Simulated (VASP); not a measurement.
The system is GaN.

```
Ga N
1.0
     3.18000    0.00000    0.00000
    -1.59000    2.75396    0.00000
     0.00000    0.00000    5.16600
Ga N
2 2
Direct
  0.33333 0.66667 0.00000
  0.66667 0.33333 0.50000
  0.33333 0.66667 0.37500
  0.66667 0.33333 0.87500
```

```yaml
Program: VASP 6.6.1
Task: relaxation of cell and atoms
Functional: LDA
Potentials_or_basis: VASP PAW LDA potentials, release 64 (Ga_d, N)
Cutoff: 520 eV
k_mesh: 12 × 12 × 6
Occupations: gaussian, width 0.02 eV
Spin: no spin polarisation
```

At the start: pressure -3.4 GPa; volume 11.31 Å³/atom.

Q: How do energy, volume and symmetry change on relaxing?

A: Over 10 steps the energy falls by 2.6 meV/atom and the volume is 11.11 Å³/atom (-1.7 %); space group P6_3mc (No. 186, to 0.05 Å).

Step by step:
```
step  energy change (eV)  largest force (eV/Å)  pressure (GPa)  volume (Å³)
   1              0.0000                0.1278           -3.44        45.24
   2              0.0001                0.1153            3.73        43.67
   3             -0.0103                0.0114           -0.01        44.45
   4             -0.0103                0.0089            0.08        44.43
   5             -0.0103                0.0004           -0.15        44.47
   6             -0.0103                0.0027            0.00        44.45
   7             -0.0103                0.0018           -0.06        44.46
   8             -0.0103                0.0028           -0.01        44.45
   9             -0.0103                0.0021           -0.02        44.46
  10             -0.0103                0.0009            0.01        44.45
```

Final structure:
```
CELL_PARAMETERS angstrom
3.15759 0.00000 0.00000
-1.57879 2.73455 0.00000
0.00000 0.00000 5.14821
ATOMIC_POSITIONS crystal
Ga 0.33333 0.66667 0.99931
Ga 0.66667 0.33333 0.49931
N 0.33333 0.66667 0.37569
N 0.66667 0.33333 0.87569
```
